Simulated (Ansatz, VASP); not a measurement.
# K3Ag2: VASP beside Ansatz

```
K Ag
1.0
     6.42204    0.00000    0.00000
     0.00000    6.42204    0.00000
     0.00000    0.00000    6.42204
K Ag
3 2
Cartesian
  0.0000 3.2110 3.2110
  3.2110 0.0000 3.2110
  3.2110 3.2110 0.0000
  0.0000 0.0000 0.0000
  3.2110 3.2110 3.2110
```

Alike in both runs: functional PBE; k mesh 6 × 6 × 6; occupations gaussian, width 0.1 eV; no spin polarisation.

Ansatz relaxed the structure, and its values are those at the end. VASP's run is a single point on that final structure, the one shown.

|  | VASP | Ansatz |
| --- | --- | --- |
| version | VASP 6.6.1 | Ansatz 0.2.0 |
| potentials or method | VASP PAW PBE potentials, release 64 (K_sv, Ag) | scalar-relativistic, plane waves, PAW |
| plane-wave cutoff (eV) | 520 | 420 |
| valence electrons in the cell | 49 | 65 |

```csv
,VASP,Ansatz,Ansatz less VASP
gap on the k mesh at the Fermi level (eV),none,none,-
pressure (GPa),0.0,0.0,+0.01
```

A gap of «none» marks a metal or a gap that the smearing closes. With one functional, cell and mesh, what is left measures potentials, basis and numerics. The two sets of potentials don't hold the same shells in valence.
